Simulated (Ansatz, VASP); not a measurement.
# BAs: VASP beside Ansatz

Aim: how closely do two programs agree when they are given the same cell, functional and k mesh? The cell is taken from a series of runs on this material, whose earlier steps may have relaxed, scaled, displaced or heated it; both programs get it as it stands.

Main program and level: Ansatz 0.2.0; plane waves, with VASP 6.6.1 beside it; zone-centre phonons at LDA.

### Step 1. The starting structure

Symmetry: R3m, No. 160, trigonal system. Conventional cell: a = 3.312 Å, b = 3.312 Å, c = 8.216 Å, α = 90.00°, β = 90.00°, γ = 120.00°. Nearest to B lie 4 As at 2.03 to 2.05 Å. Nearest to As lie 4 B at 2.03 to 2.05 Å. Farther neighbours are not listed.

### Step 2. Ansatz: zone-centre phonons, LDA, pair 1

Ansatz runs on its PAW soft_1 files.

Second derivatives magnify differences that forces hide, and they need a tight electronic threshold.

input.yaml

```yaml
crystal:
  lattice:
    - [0.0196767868, 2.3618494213, 2.3618494213]
    - [2.3618494213, 0.0196767868, 2.3618494213]
    - [2.3618494213, 2.3618494213, 0.0196767868]
  atoms:
    - { symbol: B, position: [-0.0004107869, -0.0004107869, -0.0004107869] }
    - { symbol: As, position: [0.7504107869, 0.7504107869, 0.7504107869] }
kpoints:
  mp_grid: { grid: [12, 12, 12] }
hamiltonian:
  xc: lda
  pseudopotentials: { kind: paw, azcp: { folder: soft_1 }, xc_functional: pbe }
scf:
  occupations: { method: fixed }
output:
  eigenvalues: true
phonons:
  method: dfpt
  dielectric: true
  rigid_motions: translations
```

The run is started by

```console
ansatz run input.yaml --threads 4 --pin off --max-ram 10240MiB --backend cpu --events-out ev --progress --plain --runs-dir out
```

Numbers of over 12 decimals in the logs are rounded to 6 here.

Output:

```text
Engine: ansatz 0.2.0, x86_64-unknown-linux-gnu
Pseudopotentials: kind: paw
Pseudopotential: B, paw, valence charge 3, recommended cutoff 420 eV (normal), soft_1/B.paw.azcp
Pseudopotential: As, paw, valence charge 15, recommended cutoff 420 eV (normal), soft_1/As.paw.azcp
Functional definition: SPW92
  exchange = slater_x
  correlation = pw_c
Crystal: 2 atoms, lattice volume = 26.021 Å³
Basis set: ecut = 420 eV, 531 PW (Γ), exchange–correlation on 48×48×48 points (8 copies of the dense FFT grid, shifted against one another)
Bands: 13, of which v1, the nominal top of the filled ones, is band 9 counted from 1 (8 counted from 0)
Symmetry: 6 space group operations
k-points: 476 of 1728 (irreducible under 2 space group operations, time reversal used)
Non-local potential: B, projectors of the file, l = 0: 2, l = 1: 2, l = 2: 1
Non-local potential: As, projectors of the file, l = 0: 2, l = 1: 2, l = 2: 3, l = 3: 1
PAW form: soft (Blöchl's): semilocal exchange-correlation on the pseudo side does not see the compensation charge
PAW frozen core: B, regenerated for the run's functional, and the local potential with it (the file was generated under x = pbe(κ = 0.804, μ = 0.219515), c = pbe(β = 0.066725))
PAW frozen core: As, regenerated for the run's functional, and the local potential with it (the file was generated under x = pbe(κ = 0.804, μ = 0.219515), c = pbe(β = 0.066725))
PAW one-centre angular grid: B, 110 points (default); XC on 64 Gauss nodes
PAW one-centre angular grid: As, 590 points (default); XC on 64 Gauss nodes
Initial density: superposition of atomic densities (chi_scale 0.1, normalization cell, long waves kept (reshape's long-wave potential 0.00 eV rms))
Initial wavefunctions: pseudopotential atomic-orbital guess
Functional: x = slater, c = lda
SCF iter   1: F=—  HF=-4924.269988 eV  |F-HF|=—  |Δ(HF+E_count)|=         —  Δρ=8.14e-2  dr2=2.20e0  ethr=3.10e-3  ⟨swp⟩=4.4  Hψ=31585  notcnv=0  defer=665
preconditioner: auto → none  [insulator: Δε(μ)=1.800 eV  Ē_g=12.818 eV  n_scr=8 (ndim 8)  ℏωp=20.6 eV  f_vac=0.000  ε∞_Penn≈3.6]
SCF iter   2: F=—  HF=-4923.575375 eV  |F-HF|=—  |Δ(HF+E_count)|=   6.95e-1  Δρ=2.55e-2  dr2=1.46e-1  ethr=3.10e-3  ⟨swp⟩=2.3  Hψ=13319  notcnv=0  defer=722
SCF iter   3: F=—  HF=-4923.533253 eV  |F-HF|=—  |Δ(HF+E_count)|=   4.21e-2  Δρ=1.02e-2  dr2=1.83e-2  ethr=8.11e-4  ⟨swp⟩=2.1  Hψ=8847  notcnv=0  defer=905
SCF iter   4: F=—  HF=-4923.529418 eV  |F-HF|=—  |Δ(HF+E_count)|=   3.83e-3  Δρ=3.54e-3  dr2=2.35e-3  ethr=1.02e-4  ⟨swp⟩=2.7  Hψ=11240  notcnv=0  defer=931
SCF iter   5: F=—  HF=-4923.528685 eV  |F-HF|=—  |Δ(HF+E_count)|=   7.33e-4  Δρ=7.45e-4  dr2=7.49e-5  ethr=1.31e-5  ⟨swp⟩=3.0  Hψ=11391  notcnv=0  defer=945
SCF iter   6: F=—  HF=-4923.528687 eV  |F-HF|=—  |Δ(HF+E_count)|=   2.08e-6  Δρ=7.89e-5  dr2=6.06e-7  ethr=4.16e-7  ⟨swp⟩=2.9  Hψ=11416  notcnv=0  defer=933
SCF iter   7: F=—  HF=-4923.528688 eV  |F-HF|=—  |Δ(HF+E_count)|=   5.81e-7  Δρ=4.79e-6  dr2=3.37e-9  ethr=3.36e-9  ⟨swp⟩=2.0  Hψ=9649  notcnv=0
SCF iter   8: F=—  HF=-4923.528688 eV  |F-HF|=—  |Δ(HF+E_count)|=  1.91e-11  Δρ=6.64e-7  dr2=1.15e-10  ethr=1.87e-11  ⟨swp⟩=2.1  Hψ=8043  notcnv=0
SCF iter   9: F=-4923.528688 eV  HF=-4923.528688 eV  |F-HF|=9.09e-13  |Δ(HF+E_count)|=  4.73e-11  Δρ=1.13e-7  dr2=1.61e-12  ethr=1.00e-12  ⟨swp⟩=7.6  Hψ=36233  notcnv=0
SCF 1 converged in 9 iterations: F = -4923.528688 eV  dr2 = 1.61e-12
  greatest PAW one-centre occupation: 0.999 electrons in one spin orbital (limit 2), on the As atom at site 1 (counted from 0), in its partial waves of l = 2
NSCF: frozen V_eff on 5 k-points
DFPT response loops at Γ: preconditioner auto → none (the input reference at scf.mixing.eps_inf says where Resta's filter doesn't serve); β = 0.50; Broyden in place of MSR1
── the response to a field inside a basis, on 12×12×12 k-points: an SCF that follows is theirs, and a resumed run solves both again ──
Bands: 10, of which v1, the nominal top of the filled ones, is band 9 counted from 1 (8 counted from 0)
k-points: 182 of 1728 (time reversal used)
Initial density: handed on by an earlier stage of this run
Initial wavefunctions: pseudopotential atomic-orbital guess (no wavefunctions were taken with the density)
Eigensolver: Dense (182 Hₖ)
SCF iter   1: F=—  HF=-4923.528415 eV  |F-HF|=—  |Δ(HF+E_count)|=         —  Δρ=1.50e-4  dr2=1.34e-6  ethr=1.00e-1
preconditioner: auto → none  [insulator: Δε(μ)=1.214 eV  Ē_g=9.896 eV  n_scr=8 (ndim 8)  ℏωp=20.6 eV  f_vac=0.000  ε∞_Penn≈5.3]
SCF iter   2: F=—  HF=-4923.528415 eV  |F-HF|=—  |Δ(HF+E_count)|=   8.37e-8  Δρ=8.00e-5  dr2=4.41e-7  ethr=7.46e-9
SCF iter   3: F=-4923.528415 eV  HF=-4923.528415 eV  |F-HF|=4.70e-8  |Δ(HF+E_count)|=   1.77e-7  Δρ=1.60e-5  dr2=3.73e-8  ethr=2.45e-9
SCF 1 converged in 3 iterations: F = -4923.528415 eV  dr2 = 3.73e-8
DFPT response loops at Γ: mixed as the last ones told, above
SCF converged after 9 iterations
Free energy (F): -4923.528688 eV
Harris-Foulkes:  -4923.528688 eV  (|F-HF|=9.09e-13)
Internal energy: -4923.528688 eV  (E = F + TS)
E sigma→0 (E₀):  -4923.528688 eV
Fermi energy:    11.181986 eV
--- Per-component energies (eV) ---
  E_band       = -213.131661
  E_kinetic    = 149.402783
  E_local      = -1920.748454  (includes V_loc(G=0)·N_el)
  E_nonlocal   = -379.973984
  E_hartree    = 1087.368889
  E_xc         = -103.790328
  E_vxc        = -113.767194  (∫ρ·V_xc dr)
  E_paw        = -2005.354446  (= ΣΔE_a)
  E_vpaw       = -122.782584  (= ΣTr[D̂ρ^β])
  E_aug_tail   = -0.000004  (compensation charges beyond the density's cutoff)
  E_ewald      = -1752.554208
  E_core_change = 2.121063  (= ΣΔE_core)
  E_smearing   = -0.000000  (= −TS)
  E_closure    = 0.000000  (closes the sum)
  Σ components = -4923.528688   (vs F -4923.528688, Δ=0.00e0)
--- Band table (eV; the first three rows and the last of 476) ---
  k-point 0: bands = [... 5 lower, -4.6730, 11.0641, 11.1820, 11.1820, 14.3096, 14.5221, 14.5221, 16.4006]
  k-point 1: bands = [... 5 lower, -4.5536, 10.1252, 10.8462, 10.9466, 14.5649, 14.7351, 14.8253, 16.9752]
  k-point 2: bands = [... 5 lower, -4.1991, 8.1590, 10.3623, 10.4522, 14.5697, 15.2934, 15.4444, 18.1833]
  k-point 475: bands = [... 5 lower, -1.7485, 2.0428, 9.3370, 9.3370, 14.2687, 16.0396, 16.0396, 20.0314]
--- Phonons (Γ-DFPT): 2 representative perturbations + reference, on 476 of 1728 k-points (Σ response iterations 6) ---
  k mesh reduced under 2 symmetry operations, with k and −k counted as one. Each operation leaves every solved perturbation unchanged. A smaller set is not considered because the run solves the response to a homogeneous field
  ASR residual: 4.293e-5 → 0.000e0 eV/Å²; symmetrization residual: 5.574e-7 eV/Å²
  ASR residual per site (eV/Å²): 4.29e-5 2.78e-5
  Γ frequencies (cm⁻¹): 0.00 0.00 0.00 705.06 716.12 716.12
  ε∞ (high-frequency dielectric tensor):
        9.601434     0.064166     0.064166
        0.064166     9.601434     0.064166
        0.064166     0.064166     9.601434
  ε⁰ (static dielectric tensor: ions relaxed, cell fixed):
        9.738328     0.061248     0.061248
        0.061248     9.738328     0.061248
        0.061248     0.061248     9.738328
  ε⁰ − ε∞ (ionic part):
        0.136893    -0.002919    -0.002919
       -0.002919     0.136893    -0.002919
       -0.002919    -0.002919     0.136893
  softest optical mode at Γ: 705.06 cm⁻¹; the repairs (sum rule, projections) moved no ω² at Γ by more than (1.11 cm⁻¹)²
  Born effective charges Z* (e; rows j = field, columns β = displacement):
    site 0:
        -0.58916    0.00933    0.00933
         0.00933   -0.58916    0.00933
         0.00933    0.00933   -0.58916
    site 1:
         0.58916   -0.00933   -0.00933
        -0.00933    0.58916   -0.00933
        -0.00933   -0.00933    0.58916
  Z* charge neutrality: 2.623e-3 e pre-enforcement
  solved inside a basis spanned on kpoints, on 12×12×12 k-points, its susceptibility summed on 16×16×16: ε∞ is read to err by 3.2e-2, Z* by 1.7e-2 e (field_mesh: kpoints solves on kpoints); Z* is corrected for what the basis lacks
  optical modes at Γ without the LO–TO term, one row a degenerate level:
      ω (cm⁻¹)  modes    IR ((D/Å)²/amu)
        705.06      1             0.7948
        716.12      2             1.7495
  optical modes at Γ + LO–TO along q̂ = [1.0000, 0.0000, 0.0000]:
      ω (cm⁻¹)  modes    IR ((D/Å)²/amu)
        706.24      1             0.7972
        716.12      1             0.8748
        720.00      1             0.8723
  optical modes at Γ + LO–TO along q̂ = [0.0000, 1.0000, 0.0000]:
      ω (cm⁻¹)  modes    IR ((D/Å)²/amu)
        706.24      1             0.7972
        716.12      1             0.8748
        720.00      1             0.8723
  optical modes at Γ + LO–TO along q̂ = [0.0000, 0.0000, 1.0000]:
      ω (cm⁻¹)  modes    IR ((D/Å)²/amu)
        706.24      1             0.7972
        716.12      1             0.8748
        720.00      1             0.8723
```

Reading the cycles: dr2 is the Hartree energy of the density residual (eV), the measure of convergence; HF is the Harris–Foulkes estimate of the energy, which meets the free energy F at convergence.

[end of part 1 of 3]

[Lines on the potential files, build, host, timing and source positions are cut from VASP's logs without a mark.]

[Logs are printed without paths, hosts, clocks, repeated set-up lines and the standing remarks that a program may print on its own settings, such as how far it seeks lower states.]

[Hosts, paths, dates, database ids (printed as entryN), source tags and the programs' standing remarks are cut or masked in the printed files.]
